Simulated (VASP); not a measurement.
An input for Quantum ESPRESSO's pw.x (written as the equivalent of a VASP run, and not itself run):

```
&CONTROL
  calculation = 'scf'
  pseudo_dir = './pseudo'
  outdir = './out'
  tprnfor = .true.
  tstress = .true.
/
&SYSTEM
  ibrav = 0
  nat = 3
  ntyp = 2
  ecutwfc = 84
  occupations = 'smearing'
  smearing = 'fermi-dirac'
  degauss = 0.000735
  input_dft = 'pbe'
/
&ELECTRONS
  conv_thr = 7.3e-08
  electron_maxstep = 100
/
ATOMIC_SPECIES
  Pt 195.084 Pt.upf
  S 32.060 S.upf
CELL_PARAMETERS angstrom
     3.4745710    0.0000000    0.0000000
    -1.7372860    3.0090670    0.0000000
     0.0000000    0.0000000    5.4800910
ATOMIC_POSITIONS crystal
  Pt   0.0000000  0.0000000  0.0000000
  S    0.6666670  0.3333330  0.7796600
  S    0.3333330  0.6666670  0.2203400
K_POINTS automatic
  7 7 4 0 0 0
```

### Question
Translate this input to VASP (INCAR, KPOINTS, POSCAR, choice of POTCAR).

### Answer
This is not unique; one that fits is 
File POSCAR:
```
PtS2
1
    3.4745710000     0.0000000000     0.0000000000
   -1.7372860000     3.0090670000     0.0000000000
    0.0000000000     0.0000000000     5.4800910000
Pt S
1 2
Direct
  0.0000000000   0.0000000000   0.0000000000
  0.6666670000   0.3333330000   0.7796600000
  0.3333330000   0.6666670000   0.2203400000
```

### KPOINTS
```
Automatic mesh
0
Gamma
7 7 4
0 0 0
```

### INCAR
```
ALGO=Normal
EDIFF=1E-6
ENCUT=300
GGA=PE
ISIF=2
ISMEAR=-1
LASPH=.TRUE.
LCHARG=.FALSE.
LMAXMIX=6
LREAL=.FALSE.
LWAVE=.FALSE.
NELM=100
PREC=Accurate
SIGMA=0.01
SYSTEM=PtS2
```

POTCAR, in this order: Pt S (PBE.64 set). Program: vasp_std.

The two are equivalent in intent, not identical: the potentials are each code's own (VASP's PAW set, PseudoDojo norm-conserving files in pw.x), so ENCUT and ecutwfc are chosen apart and not converted; conv_thr bounds pw.x's estimated SCF error, while EDIFF bounds the energy change between steps.

The structure comes from a computed database's PtS2 entry; how it stands against other phases isn't given here. The cell was not relaxed at this level.
